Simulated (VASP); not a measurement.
Calculation: PBE GGA with D3 dispersion (Becke-Johnson damping), VASP's PBE PAW potentials (set 64) (plane waves; VASP).

VASP ran on this input.

File POSCAR:
```
TiCo
1
    2.9311058276     0.0000000000     0.0000000000
    0.0000000000     2.9311058276     0.0000000000
    0.0000000000     0.0000000000     2.9311058276
Ti Co
1 1
Direct
  0.0000000000   0.0000000000   0.0000000000
  0.5000000000   0.5000000000   0.5000000000
```

### INCAR
```
# general
SYSTEM   =  TiCo
PREC     =  Accurate
ENCUT    =  520   # plane-wave cut-off (eV)
LREAL    =  .FALSE.   # projection in real space or not
LASPH    =  .TRUE.

# electronic loop
EDIFF    =  1E-7   # SCF stop (eV)
NELM     =  100
ALGO     =  Normal
LMAXMIX  =  4

# smearing
ISMEAR   =  1   # Methfessel-Paxton
SIGMA    =  0.1

# functional
GGA      =  PE   # PBE
IVDW     =  12   # D3, Becke-Johnson

# ions
ISIF     =  2   # forces and stress, cell fixed

# output
LWAVE    =  .FALSE.
LCHARG   =  .FALSE.
```

File KPOINTS:
```
Automatic mesh
0
Gamma
12 12 12
0 0 0
```

POTCAR, in this order: Ti_sv Co (PBE.64 set). Program: vasp_std.

Output

OUTCAR:
```
 ion  position               nearest neighbor table
   1  0.000  0.000  0.000-   2 2.54   2 2.54   2 2.54   2 2.54   2 2.54   2 2.54   2 2.54   2 2.54
  LATTYP: Found a simple cubic cell.
 ALAT       =     2.9311058276
 Subroutine PRICEL returns:
 Original cell was already a primitive cell.
 Subroutine GETGRP returns: Found 48 space group operations
The static configuration has the point symmetry O_h .
The dynamic configuration has the point symmetry O_h .
 Subroutine INISYM returns: Found 48 space group operations
 Subroutine IBZKPT returns following result:
 Found     84 irreducible k-points:

 Following reciprocal coordinates:
            Coordinates               Weight
  0.000000  0.000000  0.000000      1.000000
  0.083333  0.000000  0.000000      6.000000
  0.166667  0.000000  0.000000      6.000000
  0.250000  0.000000  0.000000      6.000000
  0.333333  0.000000  0.000000      6.000000
  0.416667  0.000000  0.000000      6.000000
  0.500000  0.000000  0.000000      3.000000
  0.083333  0.083333  0.000000     12.000000
  0.166667  0.083333  0.000000     24.000000
  0.250000  0.083333  0.000000     24.000000
  0.333333  0.083333  0.000000     24.000000
  0.416667  0.083333  0.000000     24.000000
  0.500000  0.083333  0.000000     12.000000
  0.166667  0.166667  0.000000     12.000000
  0.250000  0.166667  0.000000     24.000000
  0.333333  0.166667  0.000000     24.000000
  0.416667  0.166667  0.000000     24.000000
  0.500000  0.166667  0.000000     12.000000
  0.250000  0.250000  0.000000     12.000000
  0.333333  0.250000  0.000000     24.000000
  0.416667  0.250000  0.000000     24.000000
  0.500000  0.250000  0.000000     12.000000
  0.333333  0.333333  0.000000     12.000000
  0.416667  0.333333  0.000000     24.000000
  0.500000  0.333333  0.000000     12.000000
...
```

OSZICAR:
```
       N       E                     dE             d eps       ncg     rms          rms(c)
DAV:   1     0.153313876419E+03    0.15331E+03   -0.10564E+04  2366   0.191E+03
DAV:   2    -0.828146598589E+01   -0.16160E+03   -0.15878E+03  2382   0.412E+02
DAV:   3    -0.175779954318E+02   -0.92965E+01   -0.92211E+01  3852   0.108E+02
DAV:   4    -0.178011795639E+02   -0.22318E+00   -0.22017E+00  2814   0.138E+01
DAV:   5    -0.178108812010E+02   -0.97016E-02   -0.97011E-02  3536   0.260E+00    0.138E+01
DAV:   6    -0.161490036141E+02    0.16619E+01   -0.13423E+01  2672   0.565E+01    0.717E+00
DAV:   7    -0.179588714143E+02   -0.18099E+01   -0.25850E+01  3798   0.509E+01    0.208E+01
DAV:   8    -0.155961385559E+02    0.23627E+01   -0.14046E+01  3502   0.377E+01    0.173E+00
DAV:   9    -0.156287676479E+02   -0.32629E-01   -0.28473E-01  3290   0.539E+00    0.188E+00
DAV:  10    -0.156130104128E+02    0.15757E-01   -0.85619E-02  3516   0.374E+00    0.451E-01
DAV:  11    -0.156117778219E+02    0.12326E-02   -0.69411E-03  2918   0.992E-01    0.253E-01
DAV:  12    -0.156113557113E+02    0.42211E-03   -0.17351E-03  3630   0.376E-01    0.660E-02
DAV:  13    -0.156113103860E+02    0.45325E-04   -0.12573E-04  2804   0.115E-01    0.353E-02
DAV:  14    -0.156113027340E+02    0.76520E-05   -0.48558E-05  3418   0.660E-02    0.425E-03
DAV:  15    -0.156113028075E+02   -0.73492E-07   -0.13502E-06  2622   0.144E-02    0.117E-03
DAV:  16    -0.156113028921E+02   -0.84578E-07   -0.58581E-08  1604   0.302E-03
   1 F= -.16751797E+02 E0= -.16751323E+02  d E =-.142239E-02
```

**OUTCAR**
```
------------------------ aborting loop because EDIFF is reached ----------------------------------------
 Edisp (eV)   -1.14049
  FORCE on cell =-STRESS in cart. coord.  units (eV):
  Direction    XX          YY          ZZ          XY          YZ          ZX
  --------------------------------------------------------------------------------------
  Total      -0.02735    -0.02735    -0.02735     0.00000     0.00000     0.00000
  in kB      -1.73985    -1.73985    -1.73985     0.00000     0.00000     0.00000
  external pressure =       -1.74 kB  Pullay stress =        0.00 kB
  volume of cell :       25.18
      direct lattice vectors                 reciprocal lattice vectors
     2.931105828  0.000000000  0.000000000     0.341168166  0.000000000  0.000000000
     0.000000000  2.931105828  0.000000000     0.000000000  0.341168166  0.000000000
     0.000000000  0.000000000  2.931105828     0.000000000  0.000000000  0.341168166
 POSITION                                       TOTAL-FORCE (eV/Angst)
 -----------------------------------------------------------------------------------
      0.00000      0.00000      0.00000         0.000000      0.000000      0.000000
      1.46555      1.46555      1.46555         0.000000      0.000000      0.000000
 -----------------------------------------------------------------------------------
    total drift:                                0.000000      0.000000     -0.000000
  FREE ENERGIE OF THE ION-ELECTRON SYSTEM (eV)
  ---------------------------------------------------
  free  energy   TOTEN  =       -16.7517971140 eV

  energy  without entropy=      -16.7503747260  energy(sigma->0) =      -16.75132298
```
(Selected blocks of OUTCAR.)

The compound is TiCo in the CsCl type structure. It was relaxed first, which changed the volume by -6 %. The run is not spin-polarised, so no magnetic state was tried. The electron count is odd and the run is not spin-polarised, which forces a metal.
